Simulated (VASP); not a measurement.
Energy against volume of TiO2 (rutile). All values below come from r2SCAN meta-GGA, VASP's PBE PAW potentials (set 64) (plane waves; VASP). Run with 520 eV cut-off, 5×5×8 Γ-centred mesh, Gaussian smearing of 0.050 eV, potentials Ti_sv O.

Shape and ions are relaxed at each volume.

| V (Å³/atom) | E (eV/atom) |
|---|---|
| 10.137 | -11.62491 |
| 10.450 | -11.63266 |
| 10.764 | -11.62687 |
| 11.077 | -11.60994 |

Task: Fit these four points and predict the energy of the run at 9.823 Å³/atom.

Result: A cubic in V^(−2/3), the third-order Birch-Murnaghan form, passes through the four points with V0 = 10.46 Å³/atom and B0 = 228 GPa, and gives -11.6007 eV/atom there. The run gave -11.6010 eV/atom, -0.3 meV/atom from the fit; all five points give B0 = 228 GPa.

The compound is TiO2 in the rutile structure. It was relaxed first.
